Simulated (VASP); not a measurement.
A convergence study with VASP on CdS (zinc blende): one setting is varied, all else stays as given below, so the limit is that of these other settings. Each run relaxes cell and ions from the cell shown.

```
CdS
1.0
    0.00000     2.91000     2.91000
    2.91000     0.00000     2.91000
    2.91000     2.91000     0.00000
Cd S
1 1
Direct
  0.00000   0.00000   0.00000
  0.25000   0.25000   0.25000
```

The numbers are results of LDA (Ceperley-Alder, Perdew-Zunger), VASP's LDA PAW potentials (set 64) (plane waves; VASP 6.6.1), not measurements. The tightest run used: 550 eV cut-off, 12×12×12 Γ-centred mesh, Gaussian smearing of 0.050 eV, potentials Cd S.

Gaps are read on the run's mesh, which can miss a band edge.

Task: The settings run are 2×2×2 mesh; 3×3×3 mesh; 4×4×4 mesh; 5×5×5 mesh; 6×6×6 mesh; 8×8×8 mesh; 9×9×9 mesh; 10×10×10 mesh; 11×11×11 mesh; 12×12×12 mesh. From which on does the relaxed volume stay within 0.1 Å³/atom of the tightest run?

Result: From 4×4×4 mesh on: it is off by 0.067 there and by no more than 0.1 in any finer run, while 3×3×3 mesh is off by 0.291.
```
setting        relaxed volume (Å³/atom)  E (eV/atom)  gap on the mesh (eV)  irreducible k-points  difference judged (Å³/atom)
-------------  ------------------------  -----------  --------------------  --------------------  ---------------------------
2×2×2 mesh                       25.356      -3.1851                 0.623                     3                        1.325
3×3×3 mesh                       24.321      -3.6112                 0.878                     4                        0.291
4×4×4 mesh                       24.097      -3.6834                 0.938                     8                        0.067
5×5×5 mesh                       24.046      -3.6986                 0.954                    10                        0.016
6×6×6 mesh                       24.034      -3.7024                 0.959                    16                        0.004
8×8×8 mesh                       24.031      -3.7038                 0.961                    29                        0.000
9×9×9 mesh                       24.030      -3.7040                 0.961                    35                        0.000
10×10×10 mesh                    24.030      -3.7040                 0.961                    47                        0.000
11×11×11 mesh                    24.030      -3.7040                 0.961                    56                        0.000
12×12×12 mesh                    24.030      -3.7040                 0.961                    72                        0.000
```

Left out are rungs that failed or repeat a setting and relaxations that didn't move; long series are thinned to 24 rows.

The compound is CdS in the zinc blende structure, a metastable form; wurtzite is the usual one.
